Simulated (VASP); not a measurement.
Consider the following.

```yaml
crystal:
  lattice:
    - [1.57321, -2.72488, 0.00000]
    - [1.57321, 2.72488, 0.00000]
    - [0.00000, 0.00000, 12.56614]
  atoms:
    - { symbol: W, position: [0.33333, 0.66667, 0.25000] }
    - { symbol: W, position: [0.66667, 0.33333, 0.75000] }
    - { symbol: S, position: [0.33333, 0.66667, 0.87485] }
    - { symbol: S, position: [0.66667, 0.33333, 0.37485] }
    - { symbol: S, position: [0.66667, 0.33333, 0.12515] }
    - { symbol: S, position: [0.33333, 0.66667, 0.62515] }
```

Method: PBEsol GGA, VASP's PBE PAW potentials (set 64) (plane waves; VASP). Numerical set-up: 400 eV cut-off, Gaussian smearing of 0.050 eV, potentials W_sv S.

Without a dispersion term in the relaxation, distances and binding between the weakly bound layers, chains or molecules are unreliable, and so is what depends on them. Unless said otherwise, spin-orbit coupling is left out, though it shifts the bands of the heavy elements here.

**Question.** Give the energies of bands 17 to 30 at the high-symmetry points, in eV from the valence-band maximum.

**Answer.** 
```
band      Γ      M      K      A      L      H
----  -----  -----  -----  -----  -----  -----
17    -3.40  -5.38  -5.27  -3.39  -5.04  -5.17
18    -3.39  -4.81  -5.07  -3.39  -5.04  -5.17
19    -3.39  -4.02  -4.49  -2.85  -3.99  -4.64
20    -2.14  -3.95  -4.49  -2.85  -3.99  -4.64
21    -2.14  -2.87  -4.02  -2.12  -2.80  -3.76
22    -2.10  -2.70  -4.02  -2.12  -2.80  -3.76
23    -2.10  -1.82  -2.90  -2.12  -1.75  -3.02
24    -1.60  -1.67  -2.90  -2.12  -1.75  -3.02
25    -1.17  -1.62  -0.65  -0.33  -1.54  -0.57
26     0.00  -1.48  -0.47  -0.33  -1.54  -0.57
27     2.42   2.44   1.39   2.42   2.45   1.39
28     2.43   2.47   1.39   2.42   2.45   1.39
29     2.43   2.70   2.17   2.42   2.87   2.65
30     2.45   3.00   3.28   2.43   2.87   2.65
```

The gap is indirect, 1.07 eV, from the valence maximum at Γ to the conduction minimum at K-Γ at 0.44.

The compound is WS2 in the 2H layered structure. It was relaxed first.
